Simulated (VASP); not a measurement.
Consider the following.

```
CELL_PARAMETERS angstrom
      0.00000     3.16068     3.16068
      3.16068     0.00000     3.16068
     12.64255    12.64255     0.00015
ATOMIC_POSITIONS crystal
  Cd 0.02349 0.02349 0.98238
  Cd 0.00816 0.00816 0.24388
  Cd 0.99320 0.99320 0.50510
  Cd 0.97675 0.97675 0.76744
  Te 0.26283 0.26283 0.05288
  Te 0.24816 0.24816 0.31388
  Te 0.23329 0.23329 0.57503
  S  0.25411 0.25411 0.80942
```

All values below come from PBEsol GGA, VASP's PBE PAW potentials (set 64) (plane waves; VASP 6.6.1). Settings: 400 eV cut-off, Gaussian smearing of 0.050 eV, potentials Cd Te S.

Unless said otherwise, spin-orbit coupling is left out, though it shifts the bands of the heavy elements here.

Give the energies of bands 27 to 40 at the high-symmetry points, in eV from the valence-band maximum.

| band | Γ | T | H2 | L | S0 | F |
|---|---|---|---|---|---|---|
| 27 | -2.96 | -1.64 | -4.34 | -4.37 | -4.34 | -4.34 |
| 28 | -1.61 | -1.61 | -4.31 | -4.35 | -4.31 | -4.24 |
| 29 | -1.61 | -1.61 | -3.14 | -2.46 | -3.14 | -2.48 |
| 30 | -0.56 | -1.49 | -2.78 | -2.44 | -2.77 | -2.47 |
| 31 | -0.56 | -0.59 | -2.63 | -2.31 | -2.66 | -2.27 |
| 32 | -0.39 | -0.59 | -2.55 | -1.72 | -2.54 | -2.10 |
| 33 | -0.32 | -0.25 | -1.97 | -1.66 | -1.98 | -1.63 |
| 34 | -0.32 | -0.25 | -1.71 | -1.54 | -1.72 | -1.35 |
| 35 | 0.00 | -0.05 | -1.64 | -1.18 | -1.64 | -1.03 |
| 36 | 0.00 | -0.05 | -1.50 | -0.95 | -1.49 | -0.86 |
| 37 | 0.21 | 0.83 | 3.00 | 2.14 | 2.95 | 1.68 |
| 38 | 1.68 | 1.62 | 3.07 | 2.41 | 3.16 | 2.34 |
| 39 | 2.11 | 2.04 | 3.27 | 2.68 | 3.22 | 2.63 |
| 40 | 2.19 | 2.14 | 3.52 | 2.82 | 3.51 | 2.86 |

The gap is direct, 0.21 eV, from the valence maximum at Γ to the conduction minimum at Γ.

The structure was generated: Cd4STe3 was put into an ordered model structure (R3m), which need not be its known phase. It was relaxed first.
